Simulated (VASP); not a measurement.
# Tl3PdPb (Pm-3m) in VASP: density of states with PBEsol

Aim: the density of states of Tl3PdPb with PBEsol.

Program: VASP 6.6.1. These are calculated values, not measurements. Logs are shortened: lines on timing, memory, paths and dates and some standing lists are left out, and cuts for length are marked.

## 1. The crystal as given

The structure is cubic, space group Pm-3m (No. 221). The conventional cell has a = 5.314 Å, b = 5.314 Å, c = 5.314 Å, α = 90.00°, β = 90.00°, γ = 90.00°. Around Pb (site symmetry m-3m) lie 12 Tl at 3.76 Å. Tl (site symmetry 4/mmm) is surrounded by 2 Pd at 2.66 Å. Around Pd (site symmetry m-3m) lie 6 Tl at 2.66 Å.

The cell was built by a generator and needn't be a form met in nature.

## 2. Density of states, PBEsol

Input file POSCAR:

```
Tl3PdPb
1.0
    5.3143563600      0.0000000000      0.0000000000
    0.0000000000      5.3143563600      0.0000000000
    0.0000000000      0.0000000000      5.3143563600
Pb Tl Pd
1 3 1
Direct
    0.5000000000      0.5000000000      0.5000000000
    0.5000000000      0.0000000000      0.0000000000
    0.0000000000      0.5000000000      0.0000000000
    0.0000000000      0.0000000000      0.5000000000
    0.0000000000      0.0000000000      0.0000000000
```

Input file INCAR.step1:

```
SYSTEM = Tl3PdPb
PREC = Accurate ; ENCUT = 520
EDIFF = 1E-6 ; ISMEAR = -1
SIGMA = 0.1 ; LREAL = .FALSE.
LASPH = .TRUE. ; NELM = 100
ALGO = Fast ; ISIF = 2
LWAVE = .FALSE. ; LCHARG = .TRUE.
LMAXMIX = 4 ; GGA = PS
NBANDS = 40
```

Input file KPOINTS.step1:

```
Automatic mesh
0
G
  7 7 7
  0 0 0
```

Input file INCAR.step2:

```
SYSTEM = Tl3PdPb
PREC = Accurate ; ENCUT = 520
EDIFF = 1E-6 ; ISMEAR = -5
SIGMA = 0.1 ; LREAL = .FALSE.
LASPH = .TRUE. ; NELM = 100
ALGO = Fast ; ISIF = 2
LWAVE = .FALSE. ; LCHARG = .FALSE.
LMAXMIX = 4 ; GGA = PS
LORBIT = 11 ; NEDOS = 2001
ICHARG = 11
```

Input file KPOINTS.step2:

```
Automatic mesh
0
G
  11 11 11
  0 0 0
```

Potentials or basis: VASP PAW PBE potentials, release 64 (Pb_d, Tl_d, Pd).

On the command line:

```bash
> cat potpaw_PBE.64/Pb_d/POTCAR potpaw_PBE.64/Tl_d/POTCAR potpaw_PBE.64/Pd/POTCAR > POTCAR
> cp INCAR.step1 INCAR
> cp KPOINTS.step1 KPOINTS
> mpirun -np 1 vasp_std > vasp.out
> cp INCAR.step2 INCAR
> cp KPOINTS.step2 KPOINTS
> mpirun -np 1 vasp_std > vasp.out
```

OUTCAR:

```text
SYSTEM = Tl3PdPb
   PREC = Accurate
   ENCUT = 520
   EDIFF = 1E-6
   ISMEAR = -5
   LREAL = .FALSE.
   LASPH = .TRUE.
   NELM = 100
   ISIF = 2
   GGA = PS
   LORBIT = 11
   ICHARG = 11

 ion  position               nearest neighbor table
   1  0.500  0.500  0.500-   2 3.76   3 3.76   4 3.76   2 3.76   3 3.76   2 3.76   4 3.76   2 3.76
                             3 3.76   4 3.76   3 3.76   4 3.76
   2  0.500  0.000  0.000-   5 2.66   5 2.66   4 3.76   1 3.76   1 3.76   4 3.76   1 3.76   3 3.76
                             1 3.76   3 3.76   4 3.76   3 3.76   4 3.76   3 3.76
   3  0.000  0.500  0.000-   5 2.66   5 2.66   4 3.76   1 3.76   1 3.76   4 3.76   2 3.76   4 3.76
                             2 3.76   4 3.76   1 3.76   2 3.76   1 3.76   2 3.76
   4  0.000  0.000  0.500-   5 2.66   5 2.66   3 3.76   1 3.76   2 3.76   3 3.76   2 3.76   1 3.76
                             3 3.76   3 3.76   1 3.76   2 3.76   2 3.76   1 3.76
   5  0.000  0.000  0.000-   2 2.66   3 2.66   4 2.66   4 2.66   3 2.66   2 2.66

  LATTYP: Found a simple cubic cell.
 ALAT       =     5.3143563600

  Lattice vectors:

 A1 = (   5.3143563600,   0.0000000000,   0.0000000000)
 A2 = (   0.0000000000,   5.3143563600,   0.0000000000)
 A3 = (   0.0000000000,   0.0000000000,   5.3143563600)

Analysis of symmetry for initial positions (statically):
=====================================================================
 Subroutine PRICEL returns:
 Original cell was already a primitive cell.

 Routine SETGRP: Setting up the symmetry group for a
 simple cubic supercell.

 Subroutine GETGRP returns: Found 48 space group operations
 (whereof 48 operations were pure point group operations)
 out of a pool of 48 trial point group operations.

The static configuration has the point symmetry O_h .

Analysis of symmetry for dynamics (positions and initial velocities):
=====================================================================
 Subroutine PRICEL returns:
 Original cell was already a primitive cell.

 Routine SETGRP: Setting up the symmetry group for a
 simple cubic supercell.

 Subroutine GETGRP returns: Found 48 space group operations
 (whereof 48 operations were pure point group operations)
 out of a pool of 48 trial point group operations.

The dynamic configuration has the point symmetry O_h .

 Subroutine INISYM returns: Found 48 space group operations
 (whereof 48 operations are pure point group operations),
 and found     1 'primitive' translations

----------------------------------------------------------------------------------------

                                     Primitive cell

  volume of cell :     150.0901

  direct lattice vectors                    reciprocal lattice vectors
     5.314356360  0.000000000  0.000000000     0.188169542  0.000000000  0.000000000
     0.000000000  5.314356360  0.000000000     0.000000000  0.188169542  0.000000000
     0.000000000  0.000000000  5.314356360     0.000000000  0.000000000  0.188169542

  length of vectors
     5.314356360  5.314356360  5.314356360     0.188169542  0.188169542  0.188169542

  position of ions in fractional coordinates (direct lattice)
     0.500000000  0.500000000  0.500000000
     0.500000000  0.000000000  0.000000000
     0.000000000  0.500000000  0.000000000
     0.000000000  0.000000000  0.500000000
     0.000000000  0.000000000  0.000000000

  ion indices of the primitive-cell ions
   primitive index   ion index
                 1           1
                 2           2
                 3           3
                 4           4
                 5           5

----------------------------------------------------------------------------------------

 KPOINTS: Automatic mesh

Automatic generation of k-mesh.
 Grid dimensions read from file:
 generate k-points for:   11   11   11

 Generating k-lattice:

  Cartesian coordinates                     Fractional coordinates (reciprocal lattice)
     0.017106322  0.000000000  0.000000000     0.090909091  0.000000000  0.000000000
     0.000000000  0.017106322  0.000000000     0.000000000  0.090909091  0.000000000
     0.000000000  0.000000000  0.017106322     0.000000000  0.000000000  0.090909091

  Length of vectors
     0.017106322  0.017106322  0.017106322

  Shift w.r.t. Gamma in fractional coordinates (k-lattice)
     0.000000000  0.000000000  0.000000000

 TETIRR: Found    651 inequivalent tetrahedra from     7986

 Subroutine IBZKPT returns following result:
 ===========================================

 Found     56 irreducible k-points:

 Following reciprocal coordinates:
            Coordinates               Weight
  0.000000  0.000000  0.000000      1.000000
  0.090909  0.000000  0.000000      6.000000
  0.181818  0.000000  0.000000      6.000000
  0.272727  0.000000  0.000000      6.000000
  0.363636  0.000000  0.000000      6.000000
  0.454545  0.000000  0.000000      6.000000
[... 16 lines left out ...]
  0.181818  0.090909  0.090909     24.000000
  0.272727  0.090909  0.090909     24.000000
 [... further k-points ...]
   k-points           NKPTS =     56   k-points in BZ     NKDIM =     56   number of bands    NBANDS=     37
   number of dos      NEDOS =   2001   number of ions     NIONS =      5
   total plane-waves  NPLWV =  64000
   dimension x,y,z NGX =    40 NGY =   40 NGZ =   40
   dimension x,y,z NGXF=    80 NGYF=   80 NGZF=   80
   ions per type =               1   3   1
   NGX,Y,Z   is equivalent  to a cutoff of  12.51, 12.51, 12.51 a.u.
   NGXF,Y,Z  is equivalent  to a cutoff of  25.03, 25.03, 25.03 a.u.
 SYSTEM =  Tl3PdPb
   PREC   = accura    normal or accurate (medium, high low for compatibility)
   ISTART =      0    job   : 0-new  1-cont  2-samecut
   ICHARG =     11    charge: 1-file 2-atom 10-const
   ISPIN  =      1    spin polarized calculation?
   LNONCOLLINEAR =      F non collinear calculations
   LSORBIT =      F    spin-orbit coupling
   LASPH  =      T    aspherical Exc in radial PAW
   ENCUT  =  520.0 eV  38.22 Ry    6.18 a.u.   9.88  9.88  9.88*2*pi/ulx,y,z
   NELM   =    100;   NELMIN=  2; NELMDL=  0     # of ELM steps
   EDIFF  = 0.1E-05   stopping-criterion for ELM
   LREAL  =      F    real-space projection
   EDIFFG = 0.1E-04   stopping-criterion for IOM
   NSW    =      0    number of steps for IOM
   IBRION =     -1    ionic relax: 0-MD 1-quasi-New 2-CG
   NFREE  =      0    steps in history (QN), initial steepest desc. (CG)
   ISIF   =      2    stress and relaxation
   ISYM   =      2    0-nonsym 1-usesym 2-fastsym
   POTIM  = 0.5000    time-step for ionic-motion
   TEBEG  =    0.0;   TEEND  =   0.0 temperature during run
   PSTRESS=    0.0 pullay stress
   NELECT =      63.0000    total number of electrons
   NUPDOWN=      -1.0000    fix difference up-down
   EMIN   =  10.00;   EMAX   =-10.00  energy-range for DOS
   EFERMI =   0.00;   METHOD = LEGACY
   ISMEAR =    -5;   SIGMA  =   0.10  broadening in eV -4-tet -1-fermi 0-gaus
   EFERMI_NEDOS =   21; number of points for ismear=-14 and -15
   IALGO  =     68    algorithm
   IMIX   =      4    mixing-type and parameters
     AMIX     =   0.40;   BMIX     =  1.00
     AMIX_MAG =   1.60;   BMIX_MAG =  1.00
  volume/ion in A,a.u.               =      30.02       202.57
  Fermi-wavevector in a.u.,A,eV,Ry     =   1.225757  2.316345 20.442481  1.502480
  Thomas-Fermi vector in A             =   2.360783
   LORBIT       =     11    0 simple, 1 ext, 2 COOP (PROOUT), +10 PAW based schemes
   GGA     = PS    functional components
   LHFCALC =     F    Hartree Fock is set to
   AEXX    =    0.0000 exact exchange contribution
   IVDW    =     0    specifies the selected vdW correction
   LEPSILON=     F    determine dielectric tensor
   LRPA    =     F    only Hartree local field effects (RPA)
 non-spin polarized calculation
 RMM-DIIS sequential band-by-band and
 Fermi weights with tetrahedron method with Bloechl corrections
  energy-cutoff  :      520.00
  volume of cell :      150.09
 maximum number of plane-waves:      4062
 NGX is ok and might be reduce to    40

 number of electron      63.0000022 magnetization

 Free energy of the ion-electron system (eV)
  ---------------------------------------------------
  ext. energy  EPLUGINS =         0.00000000
  ---------------------------------------------------
  free energy    TOTEN  =       -17.29078068 eV

  energy without entropy =      -17.29078068  energy(sigma->0) =      -17.29078068

 E-fermi :   5.4554     XC(G=0):  -9.9303

 val. band max:        5.5153727685   @ k =   0.4545   0.2727   0.0000
 cond. band min:       5.4289662554   @ k =   0.4545   0.2727   0.2727
 fundamental gap:     -0.0864065132
 Fermi energy:         5.4554061077

 k-point     1 :       0.0000    0.0000    0.0000
  band No.  band energies     occupation
      1     -11.4635      2.00000
      2     -11.4635      2.00000
      3     -11.4628      2.00000
      4     -11.4628      2.00000
      5     -11.4628      2.00000
      6      -6.2389      2.00000
[... 29 lines left out ...]
     36       8.7401      0.00000
     37       8.7401      0.00000

 k-point     2 :       0.0909    0.0000    0.0000
  band No.  band energies     occupation
      1     -11.4634      2.00000
      2     -11.4631      2.00000
      3     -11.4628      2.00000
      4     -11.4628      2.00000
      5     -11.4628      2.00000
      6      -6.2295      2.00000
[... 29 lines left out ...]
     36       8.5187      0.00000
     37       8.7028      0.00000

 k-point     3 :       0.1818    0.0000    0.0000
  band No.  band energies     occupation
      1     -11.4632      2.00000
      2     -11.4627      2.00000
      3     -11.4627      2.00000
      4     -11.4627      2.00000
      5     -11.4622      2.00000
      6      -6.2069      2.00000
[... 29 lines left out ...]
     36       8.0631      0.00000
     37       8.7147      0.00000

 k-point     4 :       0.2727    0.0000    0.0000
  band No.  band energies     occupation
      1     -11.4629      2.00000
      2     -11.4627      2.00000
      3     -11.4626      2.00000
      4     -11.4626      2.00000
      5     -11.4610      2.00000
      6      -6.1831      2.00000
[... 29 lines left out ...]
     36       7.6170      0.00000
     37       8.9045      0.00000
[... 683 lines left out ...]
      1     -11.4629      2.00000
      2     -11.4629      2.00000
      3     -11.4627      2.00000
      4     -11.4626      2.00000
      5     -11.4626      2.00000
      6      -6.2102      2.00000
[... 29 lines left out ...]
     36       8.4363      0.00000
     37       8.4364      0.00000

 k-point    23 :       0.1818    0.0909    0.0909
  band No.  band energies     occupation
      1     -11.4629      2.00000
      2     -11.4628      2.00000
      3     -11.4627      2.00000
      4     -11.4624      2.00000
      5     -11.4619      2.00000
      6      -6.1868      2.00000
[... 29 lines left out ...]
     36       8.3237      0.00000
     37       8.4225      0.00000

 k-point    24 :       0.2727    0.0909    0.0909
  band No.  band energies     occupation
      1     -11.4629      2.00000
      2     -11.4627      2.00000
      3     -11.4626      2.00000
      4     -11.4622      2.00000
      5     -11.4607      2.00000
      6      -6.1623      2.00000
[... 29 lines left out ...]
     36       8.1124      0.00000
     37       8.4591      0.00000

 [... further k-points ...]

------------------------ aborting loop because EDIFF is reached ----------------------------------------

  FORCE on cell =-STRESS in cart. coord.  units (eV):
  Direction    XX          YY          ZZ          XY          YZ          ZX
  --------------------------------------------------------------------------------------
  -------------------------------------------------------------------------------------
  Total       -1.3402762     -1.3402762     -1.3402762      0.0000000      0.0000000      0.0000000
  in kB      -14.3071418    -14.3071418    -14.3071418      0.0000000      0.0000000      0.0000000
  external PRESSURE =     -14.3071418 kB  Pullay stress =       0.0000000 kB

 VOLUME and BASIS-vectors are now :
 -----------------------------------------------------------------------------
  energy-cutoff  :      520.00
  volume of cell :      150.09
      direct lattice vectors                 reciprocal lattice vectors
     5.314356360  0.000000000  0.000000000     0.188169542  0.000000000  0.000000000
     0.000000000  5.314356360  0.000000000     0.000000000  0.188169542  0.000000000
     0.000000000  0.000000000  5.314356360     0.000000000  0.000000000  0.188169542

 POSITION                                       TOTAL-FORCE (eV/Angst)
 -----------------------------------------------------------------------------------
      2.65718      2.65718      2.65718         0.000000      0.000000      0.000000
      2.65718      0.00000      0.00000         0.000000      0.000000      0.000000
      0.00000      2.65718      0.00000         0.000000      0.000000      0.000000
      0.00000      0.00000      2.65718         0.000000      0.000000      0.000000
      0.00000      0.00000      0.00000         0.000000      0.000000      0.000000
 -----------------------------------------------------------------------------------
    total drift:                                0.000000      0.000000     -0.000000

  FREE ENERGIE OF THE ION-ELECTRON SYSTEM (eV)
  ---------------------------------------------------
  free  energy   TOTEN  =       -17.2907806768 eV

  energy  without entropy=      -17.2907806768  energy(sigma->0) =      -17.29078068

 total charge

# of ion       s       p       d       tot
------------------------------------------
    1        1.385   0.660   9.799  11.845
    2        1.136   0.439   9.649  11.224
    3        1.136   0.439   9.649  11.224
    4        1.136   0.439   9.649  11.224
    5        0.484   0.456   8.675   9.615
--------------------------------------------------
tot          5.277   2.434  47.422  55.133
```

It took 3.8 min on 1 thread of Intel Xeon Platinum 8488C (Sapphire Rapids), shared host; peak memory 0.44 GiB.

Results:

```yaml
Valence_electrons_inside_the_program's_atomic_spheres: Pb 11.85; Tl 11.22; Pd 9.62
```

States per cell in windows of 0.5 eV (zero at the Fermi level; states under -8 eV left out):
| from (eV) | total | Pd5_d | Pb1_p | Tl2_s | Tl3_s | Tl4_s | Tl2_p |
| --- | --- | --- | --- | --- | --- | --- | --- |
| -8.0 | 0.24 | 0.00 | 0.00 | 0.02 | 0.02 | 0.02 | 0.00 |
| -7.5 | 0.95 | 0.01 | 0.01 | 0.12 | 0.12 | 0.12 | 0.00 |
| -7.0 | 0.80 | 0.01 | 0.00 | 0.10 | 0.10 | 0.10 | 0.00 |
| -6.5 | 0.69 | 0.02 | 0.01 | 0.12 | 0.12 | 0.12 | 0.00 |
| -6.0 | 3.37 | 0.44 | 0.01 | 0.57 | 0.57 | 0.57 | 0.01 |
| -5.5 | 0.00 | 0.00 | 0.00 | 0.00 | 0.00 | 0.00 | 0.00 |
| -5.0 | 0.00 | 0.00 | 0.00 | 0.00 | 0.00 | 0.00 | 0.00 |
| -4.5 | 0.00 | 0.00 | 0.00 | 0.00 | 0.00 | 0.00 | 0.00 |
| -4.0 | 1.09 | 0.77 | 0.01 | 0.00 | 0.00 | 0.00 | 0.04 |
| -3.5 | 3.87 | 2.79 | 0.03 | 0.01 | 0.01 | 0.01 | 0.09 |
| -3.0 | 4.07 | 3.16 | 0.02 | 0.01 | 0.01 | 0.01 | 0.05 |
| -2.5 | 0.67 | 0.30 | 0.01 | 0.01 | 0.01 | 0.01 | 0.03 |
| -2.0 | 0.71 | 0.20 | 0.02 | 0.01 | 0.01 | 0.01 | 0.04 |
| -1.5 | 1.26 | 0.24 | 0.10 | 0.01 | 0.01 | 0.01 | 0.06 |
| -1.0 | 1.37 | 0.21 | 0.17 | 0.02 | 0.02 | 0.02 | 0.05 |
| -0.5 | 1.99 | 0.33 | 0.28 | 0.06 | 0.06 | 0.06 | 0.06 |
| 0.0 | 1.53 | 0.13 | 0.28 | 0.04 | 0.04 | 0.04 | 0.05 |
| 0.5 | 1.31 | 0.07 | 0.25 | 0.02 | 0.02 | 0.02 | 0.05 |
| 1.0 | 0.69 | 0.05 | 0.09 | 0.01 | 0.01 | 0.01 | 0.04 |
| 1.5 | 1.10 | 0.10 | 0.09 | 0.02 | 0.02 | 0.02 | 0.07 |
| 2.0 | 1.35 | 0.10 | 0.09 | 0.02 | 0.02 | 0.02 | 0.09 |
| 2.5 | 1.56 | 0.09 | 0.09 | 0.02 | 0.02 | 0.02 | 0.13 |
| 3.0 | 1.80 | 0.08 | 0.13 | 0.01 | 0.01 | 0.01 | 0.15 |
| 3.5 | 0.67 | 0.03 | 0.08 | 0.01 | 0.01 | 0.01 | 0.05 |
| 4.0 | 0.46 | 0.02 | 0.07 | 0.00 | 0.00 | 0.00 | 0.03 |
| 4.5 | 0.29 | 0.01 | 0.05 | 0.00 | 0.00 | 0.00 | 0.02 |
| 5.0 | 0.17 | 0.01 | 0.04 | 0.00 | 0.00 | 0.00 | 0.01 |
| 5.5 | 0.03 | 0.00 | 0.00 | 0.00 | 0.00 | 0.00 | 0.00 |
| 6.0 | 0.00 | 0.00 | 0.00 | 0.00 | 0.00 | 0.00 | 0.00 |
| 6.5 | 0.00 | 0.00 | 0.00 | 0.00 | 0.00 | 0.00 | 0.00 |

Caveat: the PAW data sets were made with another functional, which shifts forces and pressure a little; tetrahedron occupations give inexact forces and stress in metals.
